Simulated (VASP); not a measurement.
Output of a VASP run:

### OUTCAR
```
 ion  position               nearest neighbor table
   1  0.000  0.000  0.000-
  LATTYP: Found a body centered tetragonal cell.
 ALAT       =     3.1815000000
 C/A-ratio  =     1.8328775735
 Subroutine PRICEL returns:
 Original cell was already a primitive cell.
 Subroutine GETGRP returns: Found 16 space group operations
The static configuration has the point symmetry D_4h.
The dynamic configuration has the point symmetry D_4h.
 Subroutine INISYM returns: Found 16 space group operations
 Subroutine IBZKPT returns following result:
 Found    244 irreducible k-points:

 Following reciprocal coordinates:
            Coordinates               Weight
  0.000000  0.000000  0.000000      1.000000
  0.071429  0.000000 -0.000000      8.000000
  0.142857  0.000000 -0.000000      8.000000
  0.214286  0.000000 -0.000000      8.000000
  0.285714  0.000000 -0.000000      8.000000
  0.357143  0.000000 -0.000000      8.000000
  0.428571  0.000000 -0.000000      8.000000
  0.500000  0.000000 -0.000000      4.000000
  0.071429  0.071429 -0.000000      8.000000
  0.142857  0.071429 -0.000000     16.000000
  0.214286  0.071429 -0.000000     16.000000
  0.285714  0.071429 -0.000000     16.000000
  0.357143  0.071429 -0.000000     16.000000
  0.428571  0.071429 -0.000000     16.000000
  0.500000  0.071429 -0.000000     16.000000
 -0.428571  0.071429  0.000000     16.000000
 -0.357143  0.071429  0.000000     16.000000
 -0.285714  0.071429  0.000000     16.000000
 -0.214286  0.071429  0.000000     16.000000
 -0.142857  0.071429  0.000000     16.000000
 -0.071429  0.071429  0.000000      4.000000
  0.142857  0.142857 -0.000000      8.000000
  0.214286  0.142857 -0.000000     16.000000
  0.285714  0.142857 -0.000000     16.000000
  0.357143  0.142857 -0.000000     16.000000
  0.428571  0.142857 -0.000000     16.000000
  0.500000  0.142857 -0.000000     16.000000
 -0.428571  0.142857  0.000000     16.000000
 -0.357143  0.142857  0.000000     16.000000
 -0.285714  0.142857  0.000000     16.000000
 -0.214286  0.142857  0.000000     16.000000
 -0.142857  0.142857  0.000000      4.000000
  0.214286  0.214286 -0.000000      8.000000
  0.285714  0.214286 -0.000000     16.000000
  0.357143  0.214286 -0.000000     16.000000
  0.428571  0.214286 -0.000000     16.000000
  0.500000  0.214286 -0.000000     16.000000
 -0.428571  0.214286  0.000000     16.000000
 -0.357143  0.214286  0.000000     16.000000
 -0.285714  0.214286 -0.000000     16.000000
   k-points           NKPTS =    244   k-points in BZ     NKDIM =    244   number of bands    NBANDS=     11
   number of dos      NEDOS =    301   number of ions     NIONS =      1
   total plane-waves  NPLWV =  13824
   dimension x,y,z NGX =    24 NGY =   24 NGZ =   24
   dimension x,y,z NGXF=    48 NGYF=   48 NGZF=   48
   ions per type =               1
   PREC   = accura    normal or accurate (medium, high low for compatibility)
   ISTART =      0    job   : 0-new  1-cont  2-samecut
   ICHARG =      2    charge: 1-file 2-atom 10-const
   ISPIN  =      1    spin polarized calculation?
   LNONCOLLINEAR =      F non collinear calculations
   LSORBIT =      F    spin-orbit coupling
   INIWAV =      1    electr: 0-lowe 1-rand  2-diag
   ENCUT  =  400.0 eV  29.40 Ry    5.42 a.u.   6.01  6.01  6.01*2*pi/ulx,y,z
   NELM   =    100;   NELMIN=  2; NELMDL= -5     # of ELM steps
   EDIFF  = 0.1E-05   stopping-criterion for ELM
   LREAL  =      F    real-space projection
   NLSPLINE    = F    spline interpolate recip. space projectors
   LMAXMIX     =    4 max onsite mixed and CHGCAR
   VOSKOWN=      0    Vosko Wilk Nusair interpolation
   EDIFFG = -.1E-01   stopping-criterion for IOM
   NSW    =     60    number of steps for IOM
   NBLOCK =      1;   KBLOCK =     60    inner block; outer block
   IBRION =      2    ionic relax: 0-MD 1-quasi-New 2-CG
...
```

**OSZICAR**
```
...
       N       E                     dE             d eps       ncg     rms          rms(c)
DAV:   1    -0.423265028804E+01   -0.78346E-02   -0.22875E-01  6268   0.510E+00    0.486E-01
DAV:   2    -0.422770387534E+01    0.49464E-02   -0.69489E-03  7028   0.163E+00    0.299E-01
DAV:   3    -0.422481451027E+01    0.28894E-02   -0.28759E-03  6726   0.148E+00    0.207E-02
DAV:   4    -0.422484555183E+01   -0.31042E-04   -0.40919E-04  5929   0.250E-01    0.140E-02
DAV:   5    -0.422484476786E+01    0.78397E-06   -0.13116E-05  7169   0.580E-02    0.502E-03
DAV:   6    -0.422484463512E+01    0.13274E-06   -0.32576E-07  2990   0.205E-02
  16 F= -.42248446E+01 E0= -.42247807E+01  d E =-.224901E-01
       N       E                     dE             d eps       ncg     rms          rms(c)
DAV:   1    -0.422685272479E+01   -0.20080E-02   -0.57204E-02  6268   0.252E+00    0.243E-01
DAV:   2    -0.422560893887E+01    0.12438E-02   -0.17177E-03  7354   0.895E-01    0.150E-01
DAV:   3    -0.422488143371E+01    0.72751E-03   -0.71083E-04  6606   0.806E-01    0.101E-02
DAV:   4    -0.422489103480E+01   -0.96011E-05   -0.11551E-04  5881   0.133E-01    0.694E-03
DAV:   5    -0.422489117767E+01   -0.14287E-06   -0.32544E-06  5489   0.278E-02
  17 F= -.42248912E+01 E0= -.42248393E+01  d E =-.225367E-01
       N       E                     dE             d eps       ncg     rms          rms(c)
DAV:   1    -0.422522740272E+01   -0.33637E-03   -0.95869E-03  6286   0.112E+00    0.101E-01
DAV:   2    -0.422501470542E+01    0.21270E-03   -0.35844E-04  6243   0.429E-01    0.604E-02
DAV:   3    -0.422489641510E+01    0.11829E-03   -0.12798E-04  6750   0.338E-01    0.595E-03
DAV:   4    -0.422489677964E+01   -0.36454E-06   -0.18725E-05  5998   0.537E-02    0.293E-03
DAV:   5    -0.422489659926E+01    0.18039E-06   -0.38243E-07  2906   0.124E-02
  18 F= -.42248966E+01 E0= -.42248329E+01  d E =-.542159E-05
       N       E                     dE             d eps       ncg     rms          rms(c)
DAV:   1    -0.422489661646E+01    0.16318E-06   -0.18742E-06  3940   0.154E-02    0.122E-03
DAV:   2    -0.422489660028E+01    0.16178E-07   -0.13775E-07  2717   0.661E-03
  19 F= -.42248966E+01 E0= -.42248327E+01  d E =-.542261E-05
       N       E                     dE             d eps       ncg     rms          rms(c)
DAV:   1    -0.422520124847E+01   -0.30463E-03   -0.53257E-03  6352   0.156E+00    0.890E-02
DAV:   2    -0.422498451644E+01    0.21673E-03   -0.33214E-04  6142   0.399E-01    0.389E-02
DAV:   3    -0.422493591051E+01    0.48606E-04   -0.13082E-04  7771   0.234E-01    0.504E-03
DAV:   4    -0.422493248775E+01    0.34228E-05   -0.37381E-06  5932   0.295E-02    0.125E-03
DAV:   5    -0.422493214777E+01    0.33998E-06   -0.98622E-08  2801   0.449E-03
  20 F= -.42249321E+01 E0= -.42248651E+01  d E =-.355475E-04
       N       E                     dE             d eps       ncg     rms          rms(c)
DAV:   1    -0.422541600284E+01   -0.48352E-03   -0.91806E-03  6346   0.205E+00    0.117E-01
DAV:   2    -0.422504318883E+01    0.37281E-03   -0.57060E-04  6136   0.522E-01    0.509E-02
DAV:   3    -0.422495991835E+01    0.83270E-04   -0.22511E-04  7771   0.307E-01    0.658E-03
DAV:   4    -0.422495450776E+01    0.54106E-05   -0.64191E-06  6028   0.386E-02    0.164E-03
DAV:   5    -0.422495401093E+01    0.49683E-06   -0.16956E-07  2857   0.590E-03
  21 F= -.42249540E+01 E0= -.42248832E+01  d E =-.574106E-04
```

OUTCAR:
```
------------------------ aborting loop because EDIFF is reached ----------------------------------------
  FORCE on cell =-STRESS in cart. coord.  units (eV):
  Direction    XX          YY          ZZ          XY          YZ          ZX
  --------------------------------------------------------------------------------------
  Total        0.0081939      0.0081939     -0.0059948      0.0000000     -0.0000000     -0.0000000
  in kB        0.5063129      0.5063129     -0.3704258      0.0000000     -0.0000000     -0.0000000
  external PRESSURE =       0.2140667 kB  Pullay stress =       0.0000000 kB
  volume of cell :       25.93
      direct lattice vectors                 reciprocal lattice vectors
    -1.841197403  1.841197403  1.912154821     0.000000000  0.271562408  0.261485103
     1.841197403 -1.841197403  1.912154821     0.271562408  0.000000000  0.261485103
     1.841197403  1.841197403 -1.912154821     0.271562408  0.271562408 -0.000000000
 POSITION                                       TOTAL-FORCE (eV/Angst)
 -----------------------------------------------------------------------------------
      0.00000     -0.00000      0.00000         0.000000      0.000000     -0.000000
 -----------------------------------------------------------------------------------
    total drift:                               -0.000000      0.000000      0.000000
  FREE ENERGIE OF THE ION-ELECTRON SYSTEM (eV)
  ---------------------------------------------------
  free  energy   TOTEN  =        -4.2249540109 eV

  energy  without entropy=       -4.2247416842  energy(sigma->0) =       -4.22488324

 reached required accuracy - stopping structural energy minimisation
```
(Selected blocks of OUTCAR.)

**POSCAR**
```
Sn
1
   -1.5907500000     1.5907500000     2.9156500000
    1.5907500000    -1.5907500000     2.9156500000
    1.5907500000     1.5907500000    -2.9156500000
Sn
1
Direct
  0.0000000000   0.0000000000   0.0000000000
```

**Question.** Reconstruct the remaining input files.

**Answer.** This is not unique; one that fits is the input of the run itself, PBEsol GGA, plane waves, VASP's PBE PAW potentials (set 64).

File KPOINTS:
```
kpoints
0
gamma
  14 14 14
0 0 0
```

**INCAR**
```
SYSTEM = Sn
PREC = Accurate; ENCUT = 400; LREAL = .False.
LASPH = .True.
EDIFF = 1E-6; NELM = 100; ALGO = Normal
LMAXMIX = 4
ISMEAR = 1; SIGMA = 0.1
GGA = PS
IBRION = 2; NSW = 60; ISIF = 3
EDIFFG = -0.01
LWAVE = .False.; LCHARG = .False.
```

POTCAR, in this order: Sn_d (PBE.64 set). Program: vasp_std.

Energy and stress use the plane-wave basis of the starting cell.

The structure comes from a measured Sn entry (I4/mmm) of the Crystallography Open Database, whose conditions weren't checked. This run relaxes it. Symmetry was kept, so distortions that lower it aren't found.
